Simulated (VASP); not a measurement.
# BiSb (P1) in VASP: single point with LDA

Aim: the single point of BiSb with LDA.

Program: VASP 6.6.1. These are calculated values, not measurements. Logs are shortened: lines on timing, memory, paths and dates and some standing lists are left out, and cuts for length are marked.

## Step 1: The crystal as given

The typed cell holds 2 atoms: a = 4.732 Å, b = 4.821 Å, c = 4.895 Å, α = 55.65°, β = 54.51°, γ = 55.94°.

The cell comes from a database or a generator and needn't be the stable form of this composition.

## Step 2: Single point, LDA

INCAR reads:

```
SYSTEM = BiSb
PREC = Accurate ; ENCUT = 520
EDIFF = 1E-7 ; ISMEAR = 0
SIGMA = 0.01 ; LREAL = .False.
LASPH = .True. ; NELM = 100
ALGO = Fast ; ISIF = 2
LWAVE = .False. ; LCHARG = .False.
GGA = CA ; NBANDS = 17
```

KPOINTS reads:

```
Automatic mesh
0
Gamma
  3 3 3
  0 0 0
```

POSCAR reads:

```
BiSb
1.0
    2.1923400000      1.1797200000      4.0241600000
   -2.2884700000      1.2515800000      4.0547600000
    0.0141600000     -2.6553100000      4.1118900000
Sb Bi
1 1
Direct
    0.7934400000      0.7510100000      0.7527700000
    0.2322700000      0.2902500000      0.2020400000
```

Potentials or basis: VASP PAW LDA potentials, release 64 (Sb, Bi_d).

On the command line:

```console
$ cat potpaw_LDA.64/Sb/POTCAR potpaw_LDA.64/Bi_d/POTCAR > POTCAR
$ mpirun -np 1 vasp_std > vasp.out
```

OUTCAR:

```text
SYSTEM = BiSb
   PREC = Accurate
   ENCUT = 520
   EDIFF = 1E-7
   ISMEAR = 0
   LREAL = .False.
   LASPH = .True.
   NELM = 100
   ISIF = 2
   GGA = CA

 ion  position               nearest neighbor table
   1  0.793  0.751  0.753-   2 2.95   2 3.16   2 3.25   2 3.34   2 3.41   2 3.71
   2  0.232  0.290  0.202-   1 2.95   1 3.16   1 3.25   1 3.34   1 3.41   1 3.71

  LATTYP: Found a triclinic cell.
 ALAT       =     4.4814906533
 B/A-ratio  =     1.0120122383
 C/A-ratio  =     1.0559018168
 COS(alpha) =     0.0311730657
 COS(beta)  =     0.4534249131
 COS(gamma) =     0.5213600779

  Lattice vectors:

 A1 = (  -4.4808100000,   0.0718600000,   0.0306000000)
 A2 = (  -2.3026300000,   3.9068900000,  -0.0571300000)
 A3 = (  -2.1923400000,  -1.1797200000,  -4.0241600000)

Analysis of symmetry for initial positions (statically):
=====================================================================
 Subroutine PRICEL returns:
 Original cell was already a primitive cell.

 Routine SETGRP: Setting up the symmetry group for a
 triclinic supercell.

 Subroutine GETGRP returns: Found  1 space group operations
 (whereof  1 operations were pure point group operations)
 out of a pool of  2 trial point group operations.

The static configuration has the point symmetry C_1 .

Analysis of symmetry for dynamics (positions and initial velocities):
=====================================================================
 Subroutine PRICEL returns:
 Original cell was already a primitive cell.

 Routine SETGRP: Setting up the symmetry group for a
 triclinic supercell.

 Subroutine GETGRP returns: Found  1 space group operations
 (whereof  1 operations were pure point group operations)
 out of a pool of  2 trial point group operations.

The dynamic configuration has the point symmetry C_1 .

 Subroutine INISYM returns: Found  1 space group operations
 (whereof  1 operations are pure point group operations),
 and found     1 'primitive' translations

----------------------------------------------------------------------------------------

                                     Primitive cell

  volume of cell :      70.4374

  direct lattice vectors                    reciprocal lattice vectors
     2.192340000  1.179720000  4.024160000     0.225916900  0.134407990  0.086017840
    -2.288470000  1.251580000  4.054760000    -0.220568423  0.127172156  0.082882749
     0.014160000 -2.655310000  4.111890000    -0.003592930 -0.256945547  0.077283389

  length of vectors
     4.732014123  4.821268100  4.894743208     0.276591797  0.267754993  0.268340540

  position of ions in fractional coordinates (direct lattice)
     0.793440000  0.751010000  0.752770000
     0.232270000  0.290250000  0.202040000

  ion indices of the primitive-cell ions
   primitive index   ion index
                 1           1
                 2           2

----------------------------------------------------------------------------------------

 KPOINTS: Automatic mesh

Automatic generation of k-mesh.
 Grid dimensions read from file:
 generate k-points for:    3    3    3

 Generating k-lattice:

  Cartesian coordinates                     Fractional coordinates (reciprocal lattice)
     0.075305633  0.044802663  0.028672613     0.333333333  0.000000000  0.000000000
    -0.073522808  0.042390719  0.027627583     0.000000000  0.333333333 -0.000000000
    -0.001197643 -0.085648516  0.025761130     0.000000000  0.000000000  0.333333333

  Length of vectors
     0.092197266  0.089251664  0.089446847

  Shift w.r.t. Gamma in fractional coordinates (k-lattice)
     0.000000000  0.000000000  0.000000000

 Subroutine IBZKPT returns following result:
 ===========================================

 Found     14 irreducible k-points:

 Following reciprocal coordinates:
            Coordinates               Weight
  0.000000  0.000000  0.000000      1.000000
  0.333333 -0.000000  0.000000      2.000000
 -0.000000  0.333333  0.000000      2.000000
  0.333333  0.333333  0.000000      2.000000
 -0.333333  0.333333  0.000000      2.000000
  0.000000  0.000000  0.333333      2.000000
  0.333333 -0.000000  0.333333      2.000000
 -0.333333  0.000000  0.333333      2.000000
 -0.000000  0.333333  0.333333      2.000000
  0.333333  0.333333  0.333333      2.000000
 -0.333333  0.333333  0.333333      2.000000
  0.000000 -0.333333  0.333333      2.000000
  0.333333 -0.333333  0.333333      2.000000
 -0.333333 -0.333333  0.333333      2.000000
   k-points           NKPTS =     14   k-points in BZ     NKDIM =     14   number of bands    NBANDS=     17
   number of dos      NEDOS =    301   number of ions     NIONS =      2
   total plane-waves  NPLWV =  46656
   dimension x,y,z NGX =    36 NGY =   36 NGZ =   36
   dimension x,y,z NGXF=    72 NGYF=   72 NGZF=   72
   ions per type =               1   1
   NGX,Y,Z   is equivalent  to a cutoff of  12.65, 12.41, 12.23 a.u.
   NGXF,Y,Z  is equivalent  to a cutoff of  25.30, 24.83, 24.45 a.u.
 SYSTEM =  BiSb
   PREC   = accura    normal or accurate (medium, high low for compatibility)
   ISTART =      0    job   : 0-new  1-cont  2-samecut
   ICHARG =      2    charge: 1-file 2-atom 10-const
   ISPIN  =      1    spin polarized calculation?
   LNONCOLLINEAR =      F non collinear calculations
   LSORBIT =      F    spin-orbit coupling
   LASPH  =      T    aspherical Exc in radial PAW
   ENCUT  =  520.0 eV  38.22 Ry    6.18 a.u.   8.80  8.96  9.10*2*pi/ulx,y,z
   NELM   =    100;   NELMIN=  2; NELMDL= -5     # of ELM steps
   EDIFF  = 0.1E-06   stopping-criterion for ELM
   LREAL  =      F    real-space projection
   EDIFFG = 0.1E-05   stopping-criterion for IOM
   NSW    =      0    number of steps for IOM
   IBRION =     -1    ionic relax: 0-MD 1-quasi-New 2-CG
   NFREE  =      0    steps in history (QN), initial steepest desc. (CG)
   ISIF   =      2    stress and relaxation
   ISYM   =      2    0-nonsym 1-usesym 2-fastsym
   POTIM  = 0.5000    time-step for ionic-motion
   TEBEG  =    0.0;   TEEND  =   0.0 temperature during run
   PSTRESS=    0.0 pullay stress
   NELECT =      20.0000    total number of electrons
   NUPDOWN=      -1.0000    fix difference up-down
   EMIN   =  10.00;   EMAX   =-10.00  energy-range for DOS
   EFERMI =   0.00;   METHOD = LEGACY
   ISMEAR =     0;   SIGMA  =   0.01  broadening in eV -4-tet -1-fermi 0-gaus
   EFERMI_NEDOS =   21; number of points for ismear=-14 and -15
   IALGO  =     68    algorithm
   IMIX   =      4    mixing-type and parameters
     AMIX     =   0.40;   BMIX     =  1.00
     AMIX_MAG =   1.60;   BMIX_MAG =  1.00
  volume/ion in A,a.u.               =      35.22       237.67
  Fermi-wavevector in a.u.,A,eV,Ry     =   1.076012  2.033367 15.752843  1.157801
  Thomas-Fermi vector in A             =   2.211884
   LORBIT       =      0    0 simple, 1 ext, 2 COOP (PROOUT), +10 PAW based schemes
   GGA     = CA    functional components
   LHFCALC =     F    Hartree Fock is set to
   AEXX    =    0.0000 exact exchange contribution
   IVDW    =     0    specifies the selected vdW correction
   LEPSILON=     F    determine dielectric tensor
   LRPA    =     F    only Hartree local field effects (RPA)
 non-spin polarized calculation
 RMM-DIIS sequential band-by-band and
 Gauss-broadening in eV      SIGMA  =   0.01
  energy-cutoff  :      520.00
  volume of cell :       70.44
 maximum number of plane-waves:      1913
   NGX = 17   NGY = 17   NGZ = 19

 number of electron      20.0000001 magnetization

 Free energy of the ion-electron system (eV)
  ---------------------------------------------------
  ext. energy  EPLUGINS =         0.00000000
  ---------------------------------------------------
  free energy    TOTEN  =        -9.34225885 eV

  energy without entropy =       -9.34225885  energy(sigma->0) =       -9.34225885

 E-fermi :   5.3045     XC(G=0):  -9.4467

 val. band max:        5.2441918428   @ k =   0.3333   0.3333   0.3333
 cond. band min:       5.9816701104   @ k =   0.3333  -0.0000   0.0000
 fundamental gap:      0.7374782676
 Fermi energy:         5.3044667902

 k-point     1 :       0.0000    0.0000    0.0000
  band No.  band energies     occupation
      1     -17.1147      2.00000
      2     -17.1018      2.00000
      3     -17.0971      2.00000
      4     -17.0950      2.00000
      5     -17.0923      2.00000
      6      -6.7691      2.00000
[... 9 lines left out ...]
     16      11.7770      0.00000
     17      12.1093      0.00000

 k-point     2 :       0.3333   -0.0000    0.0000
  band No.  band energies     occupation
      1     -17.1174      2.00000
      2     -17.1021      2.00000
      3     -17.0945      2.00000
      4     -17.0931      2.00000
      5     -17.0873      2.00000
      6      -5.8490      2.00000
[... 9 lines left out ...]
     16      13.1743      0.00000
     17      15.6538      0.00000

 k-point     3 :      -0.0000    0.3333    0.0000
  band No.  band energies     occupation
      1     -17.1191      2.00000
      2     -17.0988      2.00000
      3     -17.0962      2.00000
      4     -17.0934      2.00000
      5     -17.0884      2.00000
      6      -5.8611      2.00000
[... 9 lines left out ...]
     16      13.3090      0.00000
     17      15.3299      0.00000

 k-point     4 :       0.3333    0.3333    0.0000
  band No.  band energies     occupation
      1     -17.1163      2.00000
      2     -17.1028      2.00000
      3     -17.1009      2.00000
      4     -17.0886      2.00000
      5     -17.0854      2.00000
      6      -5.6507      2.00000
[... 9 lines left out ...]
     16      13.9016      0.00000
     17      14.6538      0.00000

 k-point     5 :      -0.3333    0.3333    0.0000
  band No.  band energies     occupation
      1     -17.1183      2.00000
      2     -17.1021      2.00000
      3     -17.0957      2.00000
      4     -17.0889      2.00000
      5     -17.0865      2.00000
      6      -5.0250      2.00000
[... 9 lines left out ...]
     16      13.4923      0.00000
     17      15.6240      0.00000

 k-point     6 :       0.0000    0.0000    0.3333
  band No.  band energies     occupation
      1     -17.1163      2.00000
      2     -17.1026      2.00000
      3     -17.0978      2.00000
      4     -17.0920      2.00000
      5     -17.0866      2.00000
      6      -5.8781      2.00000
[... 9 lines left out ...]
     16      13.4600      0.00000
     17      14.9260      0.00000

 k-point     7 :       0.3333   -0.0000    0.3333
  band No.  band energies     occupation
      1     -17.1231      2.00000
      2     -17.0966      2.00000
      3     -17.0952      2.00000
      4     -17.0929      2.00000
      5     -17.0870      2.00000
      6      -5.6907      2.00000
[... 9 lines left out ...]
     16      14.1403      0.00000
     17      14.4641      0.00000

 k-point     8 :      -0.3333    0.0000    0.3333
  band No.  band energies     occupation
      1     -17.1209      2.00000
      2     -17.0990      2.00000
      3     -17.0941      2.00000
      4     -17.0892      2.00000
      5     -17.0885      2.00000
      6      -4.9897      2.00000
[... 9 lines left out ...]
     16      13.2897      0.00000
     17      15.1992      0.00000

 k-point     9 :      -0.0000    0.3333    0.3333
  band No.  band energies     occupation
      1     -17.1169      2.00000
      2     -17.1009      2.00000
      3     -17.0982      2.00000
      4     -17.0921      2.00000
      5     -17.0856      2.00000
      6      -5.7560      2.00000
[... 9 lines left out ...]
     16      14.2893      0.00000
     17      14.5167      0.00000

 k-point    10 :       0.3333    0.3333    0.3333
  band No.  band energies     occupation
      1     -17.1164      2.00000
      2     -17.1004      2.00000
      3     -17.0991      2.00000
      4     -17.0929      2.00000
      5     -17.0899      2.00000
      6      -6.0520      2.00000
[... 9 lines left out ...]
     16      12.9651      0.00000
     17      14.9601      0.00000

 k-point    11 :      -0.3333    0.3333    0.3333
  band No.  band energies     occupation
      1     -17.1175      2.00000
      2     -17.1021      2.00000
      3     -17.0950      2.00000
      4     -17.0923      2.00000
      5     -17.0858      2.00000
      6      -5.2162      2.00000
[... 9 lines left out ...]
     16      13.7194      0.00000
     17      15.1855      0.00000

 k-point    12 :       0.0000   -0.3333    0.3333
  band No.  band energies     occupation
      1     -17.1181      2.00000
      2     -17.1014      2.00000
      3     -17.0954      2.00000
      4     -17.0908      2.00000
      5     -17.0863      2.00000
      6      -5.0645      2.00000
[... 9 lines left out ...]
     16      13.7720      0.00000
     17      15.1125      0.00000

 k-point    13 :       0.3333   -0.3333    0.3333
  band No.  band energies     occupation
      1     -17.1217      2.00000
      2     -17.0970      2.00000
      3     -17.0944      2.00000
      4     -17.0939      2.00000
      5     -17.0870      2.00000
      6      -5.1386      2.00000
[... 9 lines left out ...]
     16      13.7129      0.00000
     17      15.0125      0.00000

 k-point    14 :      -0.3333   -0.3333    0.3333
  band No.  band energies     occupation
      1     -17.1169      2.00000
      2     -17.1027      2.00000
      3     -17.0993      2.00000
      4     -17.0891      2.00000
      5     -17.0853      2.00000
      6      -5.2124      2.00000
[... 9 lines left out ...]
     16      13.7372      0.00000
     17      15.3982      0.00000

------------------------ aborting loop because EDIFF is reached ----------------------------------------

  FORCE on cell =-STRESS in cart. coord.  units (eV):
  Direction    XX          YY          ZZ          XY          YZ          ZX
  --------------------------------------------------------------------------------------
  -------------------------------------------------------------------------------------
  Total       -1.4043617     -1.4701208     -3.2471978     -0.3371151      0.1481994      1.1509963
  in kB      -31.9437649    -33.4395296    -73.8611172     -7.6680575      3.3709594     26.1806881
  external PRESSURE =     -46.4148039 kB  Pullay stress =       0.0000000 kB

 VOLUME and BASIS-vectors are now :
 -----------------------------------------------------------------------------
  energy-cutoff  :      520.00
  volume of cell :       70.44
      direct lattice vectors                 reciprocal lattice vectors
     2.192340000  1.179720000  4.024160000     0.225916900  0.134407990  0.086017840
    -2.288470000  1.251580000  4.054760000    -0.220568423  0.127172156  0.082882749
     0.014160000 -2.655310000  4.111890000    -0.003592930 -0.256945547  0.077283389

 POSITION                                       TOTAL-FORCE (eV/Angst)
 -----------------------------------------------------------------------------------
      0.03149     -0.12285      9.33340        -0.083257     -0.051240      0.331813
     -0.15215      0.10081      2.94235         0.083257      0.051240     -0.331813
 -----------------------------------------------------------------------------------
    total drift:                               -0.000057     -0.000247     -0.000624

  FREE ENERGIE OF THE ION-ELECTRON SYSTEM (eV)
  ---------------------------------------------------
  free  energy   TOTEN  =        -9.3422588481 eV

  energy  without entropy=       -9.3422588481  energy(sigma->0) =       -9.34225885
```

It took 21 s on 1 thread of Intel Xeon Platinum 8488C (Sapphire Rapids), shared host; peak memory 0.17 GiB.

What came out:

| Property | Result |
| --- | --- |
| Free energy | -9.3423 eV |
| Pressure | -4.6 GPa |
| Largest force | 0.346 eV/Å |
| Band gap on the k mesh | 0.74 eV, indirect (least direct gap 1.30 eV) |

Forces in eV/Å, atoms in the order of the input:
```
Sb  -0.083 -0.051  0.332
Bi   0.083  0.051 -0.332
```

Caveat: the k mesh is coarse (spacing up to 0.58 Å⁻¹), so the values aren't converged; spin-orbit coupling is left out, which as a rule narrows the gap of such compounds by several tenths of an eV; an odd mesh through Γ misses points on the zone boundary, where band edges often lie.
